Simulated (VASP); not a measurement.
Calculation: PBE GGA, VASP's PBE PAW potentials (set 64) (plane waves; VASP).

VASP ran on this input.

POSCAR:
```
NiO
1
    4.0657202826     2.0249793535     2.0249793535
    2.0249793535     4.0657202826     2.0249793535
    2.0249793535     2.0249793535     4.0657202826
Ni O
2 2
Direct
  0.0000000000   0.0000000000   0.0000000000
  0.5000000000   0.5000000000   0.5000000000
  0.2500000000   0.2500000000   0.2500000000
  0.7500000000   0.7500000000   0.7500000000
```

KPOINTS:
```
Automatic mesh
0
G
  9 9 9
0 0 0
```

### INCAR
```
SYSTEM = NiO
PREC = Accurate; ENCUT = 620; LREAL = .FALSE.
LASPH = .TRUE.
EDIFF = 1E-6; NELM = 100; ALGO = Normal
LMAXMIX = 4
ISMEAR = 0; SIGMA = 0.05
GGA = PE
MAGMOM = 1.4 -1.4 0.0 0.0
ISPIN = 2
IBRION = 2; NSW = 40; ISIF = 3
EDIFFG = -0.02; PSTRESS = 200
LWAVE = .FALSE.; LCHARG = .FALSE.; LORBIT = 10
```

POTCAR, in this order: Ni O (PBE.64 set). Program: vasp_std.

Output

**OSZICAR**
```
       N       E                     dE             d eps       ncg     rms          rms(c)
DAV:   1     0.277995450783E+03    0.27800E+03   -0.17832E+04  6912   0.246E+03
DAV:   2     0.531657802914E+01   -0.27268E+03   -0.25573E+03  6984   0.441E+02
DAV:   3    -0.262556404651E+02   -0.31572E+02   -0.29855E+02  7796   0.169E+02
DAV:   4    -0.272950730107E+02   -0.10394E+01   -0.10322E+01  7672   0.320E+01
DAV:   5    -0.273236594316E+02   -0.28586E-01   -0.28576E-01  8192   0.504E+00    0.221E+01
DAV:   6    -0.243119607293E+02    0.30117E+01   -0.39417E+01 10176   0.108E+02    0.211E+01
DAV:   7    -0.232245035847E+02    0.10875E+01   -0.65470E+00  8996   0.745E+01    0.104E+01
DAV:   8    -0.233717082386E+02   -0.14720E+00   -0.16598E+00  7748   0.116E+01    0.669E+00
DAV:   9    -0.232992661053E+02    0.72442E-01   -0.12580E-01 10868   0.103E+01    0.129E+00
DAV:  10    -0.233122088469E+02   -0.12943E-01   -0.58901E-02  9776   0.330E+00    0.576E-01
DAV:  11    -0.233125015867E+02   -0.29274E-03   -0.63174E-03 10072   0.246E+00    0.122E-01
DAV:  12    -0.233127225595E+02   -0.22097E-03   -0.18827E-03  7784   0.411E-01    0.768E-02
DAV:  13    -0.233126974284E+02    0.25131E-04   -0.20758E-04 10832   0.189E-01    0.281E-02
DAV:  14    -0.233126985499E+02   -0.11214E-05   -0.31083E-05  8372   0.123E-01    0.255E-02
DAV:  15    -0.233126981635E+02    0.38635E-06   -0.10033E-05  8520   0.541E-02    0.510E-03
DAV:  16    -0.233126982306E+02   -0.67076E-07   -0.92953E-07  3576   0.169E-02
   1 F= -.19093596E+02 E0= -.19093596E+02  d E =-.190936E+02  mag=     0.0000
```

File OUTCAR:
```
------------------------ aborting loop because EDIFF is reached ----------------------------------------
  FORCE on cell =-STRESS in cart. coord.  units (eV):
  Direction    XX          YY          ZZ          XY          YZ          ZX
  --------------------------------------------------------------------------------------
  Total        4.1989830      4.1989830      4.1989830     -0.0322947     -0.0322947     -0.0322947
  in kB      199.0462903    199.0462903    199.0462903     -1.5308793     -1.5308793     -1.5308793
  external PRESSURE =      -0.9537097 kB  Pullay stress =     200.0000000 kB
  volume of cell :       33.80
      direct lattice vectors                 reciprocal lattice vectors
     4.065720283  2.024979354  2.024979354     0.367751495 -0.122266608 -0.122266608
     2.024979354  4.065720283  2.024979354    -0.122266608  0.367751495 -0.122266608
     2.024979354  2.024979354  4.065720283    -0.122266608 -0.122266608  0.367751495
 POSITION                                       TOTAL-FORCE (eV/Angst)
 -----------------------------------------------------------------------------------
      0.00000      0.00000      0.00000         0.000000     -0.000000     -0.000000
      4.05784      4.05784      4.05784        -0.000000     -0.000000     -0.000000
      2.02892      2.02892      2.02892         0.000000      0.000000      0.000000
      6.08676      6.08676      6.08676        -0.000000      0.000000      0.000000
 -----------------------------------------------------------------------------------
    total drift:                                0.000000     -0.000000     -0.000000
  FREE ENERGIE OF THE ION-ELECTRON SYSTEM (eV)
  ---------------------------------------------------
  free  energy   TOTEN  =       -23.3126982306 eV

  energy  without entropy=      -23.3126982306  energy(sigma->0) =      -23.31269823
  enthalpy is  TOTEN    =       -19.0935962463 eV   P V=        4.2191019843

 total charge

# of ion       s       p       d       tot
------------------------------------------
    1        0.356   0.465   8.325   9.145
    2        0.356   0.465   8.325   9.145
    3        1.559   3.454   0.000   5.013
    4        1.559   3.454   0.000   5.013
--------------------------------------------------
tot          3.830   7.837  16.650  28.317

 magnetization (x)

# of ion       s       p       d       tot
------------------------------------------
    1       -0.011  -0.016   1.323   1.297
    2        0.011   0.016  -1.323  -1.297
    3        0.000   0.000   0.000   0.000
    4        0.000   0.000   0.000   0.000
--------------------------------------------------
tot          0.000   0.000   0.000   0.000

 reached required accuracy - stopping structural energy minimisation
```
(Selected blocks of OUTCAR.)

The compound is NiO in the rock salt, AFM-II order structure. It was relaxed first under an external pressure of 20 GPa.
